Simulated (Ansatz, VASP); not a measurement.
# Cross-check of BeHg2 between VASP and Ansatz, part 2 of 2

Wanted: the spread between two codes on one cell, functional and k mesh. The cell is generated by rule, not measured, and may not be a known phase. The cell is taken from a series of runs on this material, whose earlier steps may have relaxed, scaled, displaced or heated it; both programs get it as it stands.

VASP 6.6.1 and Ansatz 0.2.0.

So far: Starting point; VASP: zone-centre phonons, PBEsol.

## 2. VASP: zone-centre phonons, PBEsol (continued)

Level of this step: PBEsol; plane waves and PAW (Be, Hg); invented cell (VASP).

Numbers of over 12 decimals in the logs are rounded to 6 here.

From OUTCAR (step 2):

```text
ion  position               nearest neighbor table
   1  0.000  0.000  0.693-   2 2.23   4 3.00   6 3.00   6 3.00   4 3.00   6 3.00   4 3.00
   2  0.000  0.000  0.307-   1 2.23   4 3.00   6 3.00   6 3.00   4 3.00   6 3.00   4 3.00
   3  0.333  0.667  0.000-   5 2.79   5 2.79   5 2.79   4 2.89   4 2.89
   4  0.333  0.667  0.500-   6 2.79   6 2.79   6 2.79   3 2.89   3 2.89   1 3.00   2 3.00   2 3.00
                             1 3.00   2 3.00   1 3.00
   5  0.667  0.333  0.000-   3 2.79   3 2.79   3 2.79   6 2.89   6 2.89
   6  0.667  0.333  0.500-   4 2.79   4 2.79   4 2.79   5 2.89   5 2.89   1 3.00   2 3.00   1 3.00
                             2 3.00   1 3.00   2 3.00

  LATTYP: Found a hexagonal cell.
 ALAT       =     4.8263684368
 C/A-ratio  =     1.1978186105

 Subroutine GETGRP returns: Found 24 space group operations
 (whereof 24 operations were pure point group operations)

The static configuration has the point symmetry D_6h.

 Found     48 irreducible k-points:

   k-points           NKPTS =     48   k-points in BZ     NKDIM =     48   number of bands    NBANDS=     32

   dimension x,y,z NGX =    40 NGY =   40 NGZ =   48
   dimension x,y,z NGXF=    80 NGYF=   80 NGZF=   96

   ENCUT  =  600.0 eV  44.10 Ry    6.64 a.u.   9.64  9.64 11.55*2*pi/ulx,y,z

   NELECT =      52.0000    total number of electrons

 k-points in reciprocal lattice and weights: Automatic mesh
   0.00000000  0.00000000  0.00000000       0.002
   0.11111111  0.00000000  0.00000000       0.012
   0.22222222  0.00000000  0.00000000       0.012
   0.33333333  0.00000000  0.00000000       0.012
   0.44444444  0.00000000  0.00000000       0.012
   0.11111111  0.11111111  0.00000000       0.012
   0.22222222  0.11111111  0.00000000       0.025
   0.33333333  0.11111111  0.00000000       0.025
   0.44444444  0.11111111  0.00000000       0.012
[...]
0.33333333  0.22222222  0.50000000       0.025
   0.33333333  0.33333333  0.50000000       0.004

 average (electrostatic) potential at core
       1 -38.0769       2 -38.0769       3 -40.1478       4 -40.3537       5 -40.1478
       6 -40.3537

 Eigenvectors and eigenvalues of the dynamical matrix
 ----------------------------------------------------

   1 f  =   11.184126 THz    70.271936 2PiTHz  373.062286 cm-1    46.253808 meV
             X         Y         Z           dx          dy          dz
      0.000000  0.000000  4.006527     0.000000    0.000000    0.707107
      0.000000  0.000000  1.774587     0.000000   -0.000000   -0.707107
     -0.000000  2.786505  0.000000     0.000000   -0.000000    0.000000
     -0.000000  2.786505  2.890557    -0.000000   -0.000000    0.000000
      2.413184  1.393253  0.000000     0.000000    0.000000    0.000000
      2.413184  1.393253  2.890557    -0.000000   -0.000000    0.000000

   2 f  =    3.787540 THz    23.797813 2PiTHz  126.338721 cm-1    15.663998 meV
             X         Y         Z           dx          dy          dz
      0.000000  0.000000  4.006527     0.000000    0.000000   -0.028477
      0.000000  0.000000  1.774587     0.000000    0.000000   -0.028477
     -0.000000  2.786505  0.000000     0.000000   -0.000000    0.502559
     -0.000000  2.786505  2.890557     0.000000   -0.000000   -0.496613
      2.413184  1.393253  0.000000    -0.000000    0.000000    0.502559
      2.413184  1.393253  2.890557    -0.000000    0.000000   -0.496613

   3 f  =    3.713335 THz    23.331571 2PiTHz  123.863519 cm-1    15.357112 meV
             X         Y         Z           dx          dy          dz
      0.000000  0.000000  4.006527     0.000000    0.000000   -0.000000
      0.000000  0.000000  1.774587    -0.000000    0.000000    0.000000
     -0.000000  2.786505  0.000000     0.000015   -0.365898    0.000000
     -0.000000  2.786505  2.890557     0.000025   -0.605078   -0.000000
      2.413184  1.393253  0.000000    -0.000015    0.365898   -0.000000
      2.413184  1.393253  2.890557    -0.000025    0.605078    0.000000

   4 f  =    3.713335 THz    23.331571 2PiTHz  123.863519 cm-1    15.357112 meV
             X         Y         Z           dx          dy          dz
      0.000000  0.000000  4.006527     0.000000    0.000000   -0.000000
      0.000000  0.000000  1.774587     0.000000   -0.000000    0.000000
     -0.000000  2.786505  0.000000    -0.365898   -0.000015    0.000000
     -0.000000  2.786505  2.890557    -0.605078   -0.000025   -0.000000
      2.413184  1.393253  0.000000     0.365898    0.000015    0.000000
      2.413184  1.393253  2.890557     0.605078    0.000025   -0.000000

   5 f  =    3.351929 THz    21.060791 2PiTHz  111.808318 cm-1    13.862458 meV
             X         Y         Z           dx          dy          dz
      0.000000  0.000000  4.006527    -0.000000    0.000000    0.000000
      0.000000  0.000000  1.774587    -0.000000    0.000000    0.000000
     -0.000000  2.786505  0.000000     0.000026   -0.605078   -0.000000
     -0.000000  2.786505  2.890557    -0.000016    0.365898    0.000000
      2.413184  1.393253  0.000000    -0.000026    0.605078    0.000000
      2.413184  1.393253  2.890557     0.000016   -0.365898   -0.000000

   6 f  =    3.351929 THz    21.060791 2PiTHz  111.808318 cm-1    13.862458 meV
             X         Y         Z           dx          dy          dz
      0.000000  0.000000  4.006527     0.000000    0.000000   -0.000000
      0.000000  0.000000  1.774587     0.000000    0.000000    0.000000
     -0.000000  2.786505  0.000000    -0.605078   -0.000026    0.000000
     -0.000000  2.786505  2.890557     0.365898    0.000016   -0.000000
      2.413184  1.393253  0.000000     0.605078    0.000026   -0.000000
      2.413184  1.393253  2.890557    -0.365898   -0.000016    0.000000

   7 f  =    3.033492 THz    19.059995 2PiTHz  101.186416 cm-1    12.545511 meV
             X         Y         Z           dx          dy          dz
      0.000000  0.000000  4.006527    -0.000000    0.000000    0.000000
      0.000000  0.000000  1.774587    -0.000000   -0.000000    0.000000
     -0.000000  2.786505  0.000000    -0.000000    0.000000   -0.514881
     -0.000000  2.786505  2.890557     0.000000   -0.000000    0.484662
      2.413184  1.393253  0.000000     0.000000   -0.000000    0.514881
      2.413184  1.393253  2.890557    -0.000000    0.000000   -0.484662

   8 f  =    0.004693 THz     0.029488 2PiTHz    0.156548 cm-1     0.019409 meV
             X         Y         Z           dx          dy          dz
      0.000000  0.000000  4.006527     0.000000   -0.000000    0.104111
      0.000000  0.000000  1.774587     0.000000   -0.000000    0.104111
     -0.000000  2.786505  0.000000     0.000000   -0.000000    0.494575
     -0.000000  2.786505  2.890557     0.000000   -0.000000    0.494527
      2.413184  1.393253  0.000000     0.000000   -0.000000    0.494575
      2.413184  1.393253  2.890557     0.000000   -0.000000    0.494527

   9 f  =    0.001720 THz     0.010810 2PiTHz    0.057389 cm-1     0.007115 meV
             X         Y         Z           dx          dy          dz
      0.000000  0.000000  4.006527    -0.057291    0.087617    0.000000
      0.000000  0.000000  1.774587    -0.057291    0.087617    0.000000
     -0.000000  2.786505  0.000000    -0.270917    0.414321    0.000000
     -0.000000  2.786505  2.890557    -0.270322    0.413412    0.000000
      2.413184  1.393253  0.000000    -0.270917    0.414321    0.000000
      2.413184  1.393253  2.890557    -0.270322    0.413412    0.000000

  10 f  =    0.001720 THz     0.010810 2PiTHz    0.057389 cm-1     0.007115 meV
             X         Y         Z           dx          dy          dz
      0.000000  0.000000  4.006527    -0.087617   -0.057291    0.000000
      0.000000  0.000000  1.774587    -0.087617   -0.057291    0.000000
     -0.000000  2.786505  0.000000    -0.414321   -0.270917    0.000000
     -0.000000  2.786505  2.890557    -0.413412   -0.270322    0.000000
      2.413184  1.393253  0.000000    -0.414321   -0.270917    0.000000
      2.413184  1.393253  2.890557    -0.413412   -0.270322    0.000000

  11 f/i=    1.003341 THz     6.304180 2PiTHz   33.467867 cm-1     4.149485 meV
             X         Y         Z           dx          dy          dz
      0.000000  0.000000  4.006527     0.132954   -0.000378   -0.000000
      0.000000  0.000000  1.774587     0.132954   -0.000378    0.000000
     -0.000000  2.786505  0.000000     0.476250   -0.001355    0.000000
     -0.000000  2.786505  2.890557    -0.505475    0.001439    0.000000
      2.413184  1.393253  0.000000     0.476250   -0.001355   -0.000000
      2.413184  1.393253  2.890557    -0.505475    0.001439   -0.000000

  12 f/i=    1.003341 THz     6.304180 2PiTHz   33.467867 cm-1     4.149485 meV
             X         Y         Z           dx          dy          dz
      0.000000  0.000000  4.006527    -0.000378   -0.132954    0.000000
      0.000000  0.000000  1.774587    -0.000378   -0.132954   -0.000000
     -0.000000  2.786505  0.000000    -0.001355   -0.476250    0.000000
     -0.000000  2.786505  2.890557     0.001439    0.505475    0.000000
      2.413184  1.393253  0.000000    -0.001355   -0.476250   -0.000000
      2.413184  1.393253  2.890557     0.001439    0.505475   -0.000000

  13 f/i=    1.005577 THz     6.318229 2PiTHz   33.542453 cm-1     4.158732 meV
             X         Y         Z           dx          dy          dz
      0.000000  0.000000  4.006527    -0.000000    0.000000   -0.000000
      0.000000  0.000000  1.774587    -0.000000    0.000000   -0.000000
     -0.000000  2.786505  0.000000    -0.000000    0.000000    0.484662
     -0.000000  2.786505  2.890557     0.000000   -0.000000    0.514881
      2.413184  1.393253  0.000000    -0.000000    0.000000   -0.484662
      2.413184  1.393253  2.890557     0.000000   -0.000000   -0.514881
    [... 43 further lines ...]
      2.413184  1.393253  0.000000    -0.000000    0.000000    0.000000
      2.413184  1.393253  2.890557    -0.000000   -0.000000    0.000000

 ELASTIC MODULI CONTR FROM IONIC RELAXATION (kBar)
 Direction    XX          YY          ZZ          XY          YZ          ZX
 --------------------------------------------------------------------------------
 XX        -450.9091    446.3472    -29.7757      0.0000     -0.0000      0.0000
 YY         446.3472   -450.9091    -29.7757     -0.0000      0.0000     -0.0000
 ZZ         -29.7757    -29.7757   -388.6928     -0.0000     -0.0000     -0.0000
 XY           0.0000     -0.0000     -0.0000   -448.6281     -0.0000      0.0000
 YZ          -0.0000      0.0000     -0.0000     -0.0000     -0.0000      0.0000
 ZX           0.0000     -0.0000     -0.0000      0.0000      0.0000     -0.0000
 --------------------------------------------------------------------------------
```

## 3. Ansatz: zone-centre phonons, PBEsol

Ansatz runs on its default PAW (the set named soft_2) files.

The same cell, functional, mesh and smearing now go to Ansatz, which takes its cutoff from its data sets.

Contents of input.yaml:

```yaml
crystal:
  lattice:
    - [4.8263684368, 0.0, 0.0]
    - [-2.4131842184, 4.1797576743, 0.0]
    - [0.0, 0.0, 5.7811139348]
  atoms:
    - { symbol: Be, position: [0.0, 0.0, 0.6930372283] }
    - { symbol: Be, position: [0.0, 0.0, 0.3069627717] }
    - { symbol: Hg, position: [0.3333333333, 0.6666666667, 0.0] }
    - { symbol: Hg, position: [0.3333333333, 0.6666666667, 0.5] }
    - { symbol: Hg, position: [0.6666666667, 0.3333333333, 0.0] }
    - { symbol: Hg, position: [0.6666666667, 0.3333333333, 0.5] }
kpoints:
  mp_grid: { grid: [9, 9, 6] }
hamiltonian:
  xc: pbesol
scf:
  occupations: { method: methfessel_paxton, width: 0.2 }
output:
  eigenvalues: true
phonons:
  method: dfpt
```

Command:

```console
$ ansatz run input.yaml --threads 8 --pin off --max-ram 14336MiB --backend cpu --events-out ev --progress --plain --runs-dir out
```

What it wrote:

```text
Engine: ansatz 0.2.0, x86_64-unknown-linux-gnu
Pseudopotentials: kind: paw
Pseudopotential: Be, paw, valence charge 2, recommended cutoff 420 eV (normal), Be.paw.azcp
Pseudopotential: Hg, paw, valence charge 20, recommended cutoff 420 eV (normal), Hg.paw.azcp
Functional definition: PBEsol
  exchange = pbesol_x
  correlation = pbesol_c
Crystal: 6 atoms, lattice volume = 116.623 Å³
Basis set: ecut = 420 eV, 2239 PW (Γ), exchange–correlation on 72×72×80 points (8 copies of the dense FFT grid, shifted against one another)
Bands: 51, of which v1, the nominal top of the filled ones, is band 42 counted from 1 (41 counted from 0)
Symmetry: 24 space group operations
k-points: 140 of 486 (irreducible under 2 space group operations, time reversal used)
Non-local potential: Be, projectors of the file, l = 0: 2, l = 1: 2, l = 2: 1
Non-local potential: Hg, projectors of the file, l = 0: 3, l = 1: 2, l = 2: 2, l = 3: 1
PAW form: soft (Blöchl's): semilocal exchange-correlation on the pseudo side does not see the compensation charge
PAW frozen core: Be, regenerated for the run's functional, and the local potential with it (the file was generated under x = pbe(κ = 0.804, μ = 0.219515), c = pbe(β = 0.066725))
PAW frozen core: Hg, regenerated for the run's functional, and the local potential with it (the file was generated under x = pbe(κ = 0.804, μ = 0.219515), c = pbe(β = 0.066725))
PAW one-centre angular grid: Be, 110 points (default); XC on 64 Gauss nodes
PAW one-centre angular grid: Hg, 590 points (default); XC on 64 Gauss nodes
Initial density: superposition of atomic densities (neutral atoms: chi_scale 0, normalization atom), corrected by the library's trained network
Initial wavefunctions: pseudopotential atomic-orbital guess
Functional: x = pbesol(κ = 0.804, μ = 0.123457), c = pbesol(β = 0.046)
SCF iter   1: F=—  HF=-54849.152258 eV  |F-HF|=—  |Δ(HF+E_count)|=         —  Δρ=4.58e-3  dr2=6.25e-2  ethr=1.77e-3  ⟨swp⟩=8.0  Hψ=28995  notcnv=0
preconditioner: auto → Kerker (q_TF=auto, 2.583 Å⁻¹)  [metal: Δε(μ)=0.070 eV  Ē_g=10.107 eV  σ=0.200 eV  W_gap=0.29  n_scr=22 (ndim 8)  ℏωp=24.8 eV  f_vac=0.000  D(μ)=1.68/eV (n_scr^D=8)]
SCF iter   2: F=—  HF=-54849.143711 eV  |F-HF|=—  |Δ(HF+E_count)|=   8.55e-3  S|Δr|=    0.00e0  Δρ=2.97e-3  dr2=2.66e-2  ethr=7.44e-5  ⟨swp⟩=1.0  Hψ=8260  notcnv=0  defer=1
SCF iter   3: F=—  HF=-54849.136351 eV  |F-HF|=—  |Δ(HF+E_count)|=   7.36e-3  S|Δr|=    0.00e0  Δρ=6.00e-4  dr2=1.52e-3  ethr=3.17e-5  ⟨swp⟩=2.0  Hψ=7332  notcnv=0  defer=1
SCF iter   4: F=—  HF=-54849.135939 eV  |F-HF|=—  |Δ(HF+E_count)|=   4.12e-4  S|Δr|=    0.00e0  Δρ=2.28e-4  dr2=8.84e-5  ethr=1.80e-6  ⟨swp⟩=2.0  Hψ=7503  notcnv=0  defer=1
SCF iter   5: F=—  HF=-54849.135924 eV  |F-HF|=—  |Δ(HF+E_count)|=   1.54e-5  S|Δr|=    0.00e0  Δρ=5.62e-5  dr2=1.07e-5  ethr=1.05e-7  ⟨swp⟩=2.0  Hψ=7440  notcnv=0  defer=1
SCF iter   6: F=—  HF=-54849.135927 eV  |F-HF|=—  |Δ(HF+E_count)|=   3.42e-6  S|Δr|=    0.00e0  Δρ=1.80e-5  dr2=1.51e-6  ethr=1.27e-8  ⟨swp⟩=2.1  Hψ=7831  notcnv=0  defer=1
SCF iter   7: F=—  HF=-54849.135932 eV  |F-HF|=—  |Δ(HF+E_count)|=   4.84e-6  S|Δr|=    0.00e0  Δρ=5.90e-6  dr2=4.14e-8  ethr=1.80e-9  ⟨swp⟩=2.2  Hψ=8822  notcnv=0  defer=1
SCF iter   8: F=—  HF=-54849.135932 eV  |F-HF|=—  |Δ(HF+E_count)|=   7.20e-9  S|Δr|=    0.00e0  Δρ=1.63e-6  dr2=4.87e-9  ethr=4.93e-11  ⟨swp⟩=2.0  Hψ=12127  notcnv=0  defer=1
SCF iter   9: F=—  HF=-54849.135932 eV  |F-HF|=—  |Δ(HF+E_count)|=  7.57e-10  S|Δr|=    0.00e0  Δρ=5.08e-7  dr2=5.79e-10  ethr=5.79e-12  ⟨swp⟩=2.0  Hψ=7480  notcnv=0  defer=1
SCF iter  10: F=—  HF=-54849.135932 eV  |F-HF|=—  |Δ(HF+E_count)|=  1.38e-10  S|Δr|=    0.00e0  Δρ=1.29e-7  dr2=2.64e-11  ethr=1.00e-12  ⟨swp⟩=2.0  Hψ=7591  notcnv=0  defer=1
SCF iter  11: F=-54849.135932 eV  HF=-54849.135932 eV  |F-HF|=2.91e-11  |Δ(HF+E_count)|=  1.46e-11  S|Δr|=    0.00e0  Δρ=4.61e-8  dr2=2.52e-12  ethr=1.00e-12  ⟨swp⟩=9.9  Hψ=32612  notcnv=0
SCF 1 converged in 11 iterations: F = -54849.135932 eV  dr2 = 2.52e-12
  greatest PAW one-centre occupation: 1.000 electrons in one spin orbital (limit 2), on the Hg atom at site 5 (counted from 0), in its partial waves of l = 0
DFPT response loops at Γ: preconditioner auto → Kerker (q_TF=auto, 2.583 Å⁻¹) (partly filled bands, converged f_vac=0.000); β = 1.00, the filter's whole step (`scf.mixing.beta` (0.50) is not read by the response loops under this deck's `scf.mixing.preconditioner`; to damp them name `kerker` or `kerker_dos`, under which they read `scf.mixing.beta`, and type it under 1.00, their step now; both keys bind the ground state too); Broyden in place of MSR1
SCF converged after 11 iterations
Stability not checked: this state was not tested for a lower state beside it, because cold or Methfessel-Paxton smearing, or corrected tetrahedra, fill the levels in a way that the test cannot read (fill_not_monotonic; see scf.lower_state_search)
Free energy (F): -54849.135932 eV
Harris-Foulkes:  -54849.135932 eV  (|F-HF|=2.91e-11)
Internal energy: -54849.138068 eV  (E = F + TS)
E sigma→0 (E₀):  -54849.136466 eV
Entropy (-TS):   0.002136 eV (0.356 meV/atom)
Fermi energy:    13.512051 eV
--- Per-component energies (eV) ---
  E_band       = -1673.474542
  E_kinetic    = 2447.847304
  E_local      = -12076.142896  (includes V_loc(G=0)·N_el)
  E_nonlocal   = 309.277026
  E_hartree    = 5252.730513
  E_xc         = -913.518027
  E_vxc        = -1086.765419  (∫ρ·V_xc dr)
  E_paw        = -39313.853985  (= ΣΔE_a)
  E_vpaw       = -1773.155112  (= ΣTr[D̂ρ^β])
  E_aug_tail   = 0.003552  (compensation charges beyond the density's cutoff)
  E_ewald      = -10556.815223
  E_core_change = 1.333668  (= ΣΔE_core)
  E_smearing   = 0.002136  (= −TS)
  E_closure    = 0.000000  (closes the sum)
  Σ components = -54849.135932   (vs F -54849.135932, Δ=0.00e0)
--- Band table (eV; the first three rows and the last of 140) ---
  k-point 0: bands = [... 38 lower, 10.0338, 13.2414, 13.7253, 14.3556, 14.3556, 14.3733, 14.3733, 15.5495, ... 5 higher]
  k-point 1: bands = [... 38 lower, 11.5771, 13.3218, 13.7911, 14.4394, 14.4394, 14.5879, 14.5879, 15.2172, ... 5 higher]
  k-point 2: bands = [... 38 lower, 12.9170, 13.7955, 14.0001, 14.6466, 14.6466, 14.7584, 15.1453, 15.1743, ... 5 higher]
  k-point 139: bands = [... 38 lower, 9.5746, 10.2190, 10.2668, 11.5375, 15.6090, 15.7655, 16.0952, 16.3896, ... 5 higher]
--- Phonons (Γ-DFPT): 6 representative perturbations + reference, on 140 of 486 k-points (Σ response iterations 22) ---
  k mesh reduced under 2 symmetry operations, with k and −k counted as one. Each operation leaves every solved perturbation unchanged. A smaller set is not used because it would not reduce the number of displacements times k-points to solve
  ASR residual: 7.051e-5 → 0.000e0 eV/Å²; symmetrization residual: 1.414e-6 eV/Å²
  ASR residual per site (eV/Å²): 7.05e-5 7.05e-5 6.24e-6 1.73e-5 6.24e-6 1.73e-5
  Γ frequencies (cm⁻¹): -222.72 -222.72 -157.24 -119.71 -119.71 -33.49 -33.49 -31.97 0.00 0.00 0.00 98.38 108.32 108.32 120.22 120.22 122.71 370.01
  non-analytic LO–TO correction: not included (Born effective charges unavailable; polar crystals: no LO–TO splitting at Γ)
```

Reading the cycles: dr2 is the Hartree energy of the density residual (eV), the measure of convergence; HF is the Harris–Foulkes estimate of the energy, which meets the free energy F at convergence.

## 4. Comparison

Known differences besides the potentials themselves: the data sets hold 84 valence electrons in Ansatz (on its default PAW (the set named soft_2) files) and 52 in VASP; the cutoff is 420 eV in Ansatz and 600 eV in VASP; Ansatz makes its cores anew for this functional, VASP keeps those of its PBE data sets. Total energies have different zeros and are not compared.

Zone-centre modes by rising frequency (cm⁻¹; imaginary ones negative):

```tsv
program	modes
Ansatz	-222.7, -222.7, -157.2, -119.7, -119.7, -33.5, -33.5, -32.0, 0.0, 0.0, 0.0, 98.4, 108.3, 108.3, 120.2, 120.2, 122.7, 370.0
VASP	-222.4, -222.4, -156.2, -117.5, -117.5, -33.5, -33.5, -33.5, 0.1, 0.1, 0.2, 101.2, 111.8, 111.8, 123.9, 123.9, 126.3, 373.1
```

The two lists differ in the order or number of single and degenerate modes, so they aren't paired one by one; the r.m.s. figure in the results sets the two lists side by side in order.

## 5. What came out

```
r.m.s. difference of the optical zone-centre modes, each program's sorted by frequency (zone-centre phonons, PBEsol) : 2.5 cm⁻¹
```

**Reading.** The r.m.s. difference of the optical zone-centre modes, each program's sorted by frequency is 2.5 cm⁻¹ (zone-centre phonons, PBEsol). The data sets hold unlike numbers of valence electrons (84 in Ansatz and 52 in VASP), so part of the differences comes from the potentials. Such differences can come from data sets, numerical settings and the points named under the comparisons, not from the functional's error against experiment.

[Lines on the potential files, build, host, timing and source positions are cut from VASP's logs without a mark.]

[Logs are printed without paths, hosts, clocks, repeated set-up lines and the standing remarks that a program may print on its own settings, such as how far it seeks lower states.]

[Hosts, paths, dates, database ids (printed as entryN), source tags and the programs' standing remarks are cut or masked in the printed files.]
